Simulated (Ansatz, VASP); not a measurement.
# AlN in two plane-wave programs, part 4 of 4

Wanted: the spread between two codes on one cell, functional and k mesh. The cell is taken from a series of runs on this material, whose earlier steps may have relaxed, scaled, displaced or heated it; both programs get it as it stands.

VASP 6.6.1 and Ansatz 0.2.0.

So far: Ansatz: zone-centre phonons, PBE, pair 1; VASP: zone-centre phonons, PBE, pair 1; Differences; VASP: zone-centre phonons, PBE, pair 2; Ansatz: zone-centre phonons, PBE, pair 2; Side by side.

**8. VASP: zone-centre phonons, PBE, pair 3**

Level of this step: PBE; plane waves and PAW (N, Al) (VASP).

Second derivatives magnify differences that forces hide, and they need a tight electronic threshold. The cell compared in this pair holds 40.01 Å³, against 39.16 Å³ for the pair before.

Contents of INCAR:

```
SYSTEM = AlN
PREC = Accurate
ENCUT = 600
EDIFF = 1E-08
NELM = 120
ISMEAR = 0
SIGMA = 0.01
LREAL = .FALSE.
ALGO = Normal
GGA = PE
NBANDS = 14
LORBIT = 11
LWAVE = .FALSE.
LCHARG = .FALSE.
ISIF = 2
IBRION = 8
LEPSILON = .TRUE.
LASPH = .TRUE.
GGA_COMPAT = .FALSE.
EFERMI = MIDGAP
KPAR = 2
```

Contents of POSCAR:

```
AlN
1.0
    3.0704515588      0.0000000000      0.0000000000
   -1.5352257794      2.6590890510      0.0000000000
    0.0000000000      0.0000000000      4.9002731729
N Al
2 2
Direct
    0.3333333333      0.6666666667      0.3814161422
    0.6666666667      0.3333333333      0.8814161422
    0.3333333333      0.6666666667      0.9985838578
    0.6666666667      0.3333333333      0.4985838578
```

Contents of KPOINTS:

```
Automatic mesh
0
Gamma
9 9 6
0 0 0
```

The projector-augmented-wave data sets are N and Al (PBE family, release 64).

Run with:

```bash
$ mpirun -np 2 vasp_std
```

Numbers of over 12 decimals in the logs are rounded to 6 here.

Output:

```text
[... set-up lines as in an earlier step ...]
 entering main loop
       N       E                     dE             d eps       ncg     rms          rms(c)
DAV:   1     0.535513407533E+02    0.53551E+02   -0.82816E+03  1344   0.116E+03
DAV:   2    -0.303948310334E+02   -0.83946E+02   -0.75733E+02  1840   0.231E+02
DAV:   3    -0.345739708988E+02   -0.41791E+01   -0.41605E+01  1824   0.548E+01
DAV:   4    -0.346035125251E+02   -0.29542E-01   -0.29536E-01  1506   0.504E+00
[...]
DAV:  14    -0.296828925876E+02    0.43462E-07   -0.49811E-07  1686   0.619E-03    0.214E-03
DAV:  15    -0.296828926133E+02   -0.25703E-07   -0.86116E-08  1782   0.242E-03    0.241E-04
DAV:  16    -0.296828926054E+02    0.79391E-08   -0.32350E-09  1116   0.495E-04
   1 F= -.29682893E+02 E0= -.29682893E+02  d E =0.000000E+00
 Linear response reoptimize wavefunctions to high precision
DAV:   1    -0.296828926047E+02    0.64415E-09   -0.29347E-10  1236   0.262E-04
DAV:   2    -0.296828926047E+02    0.72760E-11   -0.16010E-11   990   0.412E-05
 Linear response G [H, r] |phi>, progress :
  Direction:   1
[...]
RMM:  10    -0.591367385351E-02    0.35546E-08   -0.57594E-09 13349   0.288E-05    0.264E-06
 first order change of Fermi-energy  -0.50916E-05
 force on displaced ion       3 direction 1 : -17.873  -0.000   0.000
 Born effective charge ion    3 direction 1 :   2.506   0.000   0.000
 Linear response progress:
  Degree of freedom:   4/  4
       N       E                     dE             d eps       ncg     rms          rms(c)
RMM:   1    -0.212889360530E-01   -0.21289E-01   -0.11005E-02  4952   0.133E+00
RMM:   2    -0.119572444850E-01    0.93317E-02   -0.23702E-03  2779   0.413E-01    0.117E-01
RMM:   3    -0.115879598562E-01    0.36928E-03   -0.50522E-04  2925   0.151E-01    0.530E-02
RMM:   4    -0.115314648809E-01    0.56495E-04   -0.38699E-04  3048   0.500E-02    0.264E-02
[...]
RMM:  10    -0.114684102213E-01    0.53601E-07   -0.19519E-07  3297   0.804E-05    0.119E-05
RMM:  11    -0.114683854590E-01    0.24762E-07    0.96777E-08  3211   0.548E-05    0.242E-06
RMM:  12    -0.114683866445E-01   -0.11855E-08    0.93323E-08  3350   0.342E-05    0.181E-06
 first order change of Fermi-energy  -0.87765E+00
 force on displaced ion       3 direction 3 :  -0.000   0.000 -23.097
 Born effective charge ion    3 direction 3 :   0.000   0.000   2.675
 Born effective charges drift removed
 Linear response finished
```

From OUTCAR (step 8):

```text
 POSITION                                       TOTAL-FORCE (eV/Angst)
 -----------------------------------------------------------------------------------
     -0.00000      1.77273      1.86904         0.000000     -0.000000     -0.000616
      1.53523      0.88636      4.31918        -0.000000      0.000000     -0.000616
     -0.00000      1.77273      4.89333         0.000000     -0.000000      0.000616
      1.53523      0.88636      2.44320        -0.000000      0.000000      0.000616
 -----------------------------------------------------------------------------------
    total drift:                                0.000000     -0.000000      0.000184

 MACROSCOPIC STATIC DIELECTRIC TENSOR (including local field effects in DFT)
 ------------------------------------------------------
           4.356202    -0.000000     0.000000
           0.000000     4.356202     0.000000
           0.000000     0.000000     4.582452
 ------------------------------------------------------

 MACROSCOPIC STATIC DIELECTRIC TENSOR IONIC CONTRIBUTION
 ------------------------------------------------------
           3.315854     0.000000     0.000000
           0.000000     3.315854    -0.000000
           0.000000    -0.000000     4.559587
 ------------------------------------------------------

[... 1 part as in an earlier step ...]
```

**9. Ansatz: zone-centre phonons, PBE, pair 3**

The same cell, functional and mesh now go to Ansatz, which takes its cutoff from its data sets.

The cell is taken from a series of runs on this material, whose earlier steps may have relaxed, scaled, displaced or heated it; both programs get it as it stands.

Contents of input.yaml:

```yaml
crystal:
  lattice:
    - [3.0704515588, 0.0, 0.0]
    - [-1.5352257794, 2.659089051, 0.0]
    - [0.0, 0.0, 4.9002731729]
  atoms:
    - { symbol: "N", position: [0.3333333333, 0.6666666667, 0.3814161422] }
    - { symbol: "N", position: [0.6666666667, 0.3333333333, 0.8814161422] }
    - { symbol: Al, position: [0.3333333333, 0.6666666667, -0.0014161422] }
    - { symbol: Al, position: [0.6666666667, 0.3333333333, 0.4985838578] }
kpoints:
  mp_grid: { grid: [9, 9, 6] }
hamiltonian:
  xc: pbe
  pseudopotentials: { kind: paw, azcp: { folder: soft_1 } }
scf:
  occupations: { method: fixed }
output:
  eigenvalues: true
phonons:
  method: dfpt
  dielectric: true
  rigid_motions: translations
```

Run with:

```bash
$ ansatz run input.yaml --threads 4 --pin off --max-ram 16384MiB --backend cpu --events-out ev --progress --plain --runs-dir out
```

Output:

```text
[...]
Crystal: 4 atoms, lattice volume = 40.009 Å³
Basis set: ecut = 420 eV, 773 PW (Γ), exchange–correlation on 48×48×72 points (8 copies of the dense FFT grid, shifted against one another)
Bands: 12, of which v1, the nominal top of the filled ones, is band 8 counted from 1 (7 counted from 0)
Symmetry: 12 space group operations
k-points: 140 of 486 (irreducible under 2 space group operations, time reversal used)
[...]
optical modes at Γ + LO–TO along q̂ = [1.0000, 0.0000, 0.0000]:
      ω (cm⁻¹)  modes    IR ((D/Å)²/amu)
[...]
optical modes at Γ + LO–TO along q̂ = [0.0000, 1.0000, 0.0000]:
      ω (cm⁻¹)  modes    IR ((D/Å)²/amu)
[...]
optical modes at Γ + LO–TO along q̂ = [0.0000, 0.0000, 1.0000]:
      ω (cm⁻¹)  modes    IR ((D/Å)²/amu)
[...]
703.43      2             0.0000
        709.87      2            63.4803
        755.78      1             0.0000
        914.74      1            36.1015
[key lines of the parts left out:]
SCF converged after 9 iterations
Free energy (F): -1848.417203 eV
Fermi energy:    7.641384 eV
```

**10. Comparison**

Compared:

```csv
quantity,Ansatz,VASP,difference
ε∞ xx,4.36,4.36,+0.08 %
ε∞ yy,4.36,4.36,+0.08 %
ε∞ zz,4.59,4.58,+0.13 %
Born charge of N1 (mean of the diagonal) (e),-2.57,-2.56,-0.01
Born charge of Al3 (mean of the diagonal) (e),2.57,2.56,+0.01
optical mode 1 to 2 (cm⁻¹),236.2,236.7,-0.23 %
optical mode 3 (cm⁻¹),565.8,566.1,-0.05 %
optical mode 4 (cm⁻¹),646.0,647.1,-0.18 %
optical mode 5 to 6 (cm⁻¹),703.4,704.8,-0.20 %
optical mode 7 to 8 (cm⁻¹),709.9,711.0,-0.17 %
optical mode 9 (cm⁻¹),755.8,758.1,-0.30 %
```

Modes are paired by rising frequency, not by their patterns, so a pair may set unlike modes beside each other; they are those without the splitting of longitudinal modes.

**11. Outcome**

- r.m.s. difference of the optical zone-centre modes, each program's sorted by frequency (zone-centre phonons, PBE, pair 1): 1.5 cm⁻¹
- r.m.s. difference of the optical zone-centre modes, each program's sorted by frequency (zone-centre phonons, PBE, pair 2): 1.3 cm⁻¹
- r.m.s. difference of the optical zone-centre modes, each program's sorted by frequency (zone-centre phonons, PBE, pair 3): 1.2 cm⁻¹

**Reading.** The r.m.s. difference of the optical zone-centre modes, each program's sorted by frequency is 1.5 cm⁻¹ (zone-centre phonons, PBE, pair 1). 5 further runs of this series are not shown here. How closely two codes agree says nothing of how well the functional describes the real material.

[Lines on the potential files, build, host, timing and source positions are cut from VASP's logs without a mark.]

[Logs are printed without paths, hosts, clocks, repeated set-up lines and the standing remarks that a program may print on its own settings, such as how far it seeks lower states.]

[Hosts, paths, dates, database ids (printed as entryN), source tags and the programs' standing remarks are cut or masked in the printed files.]
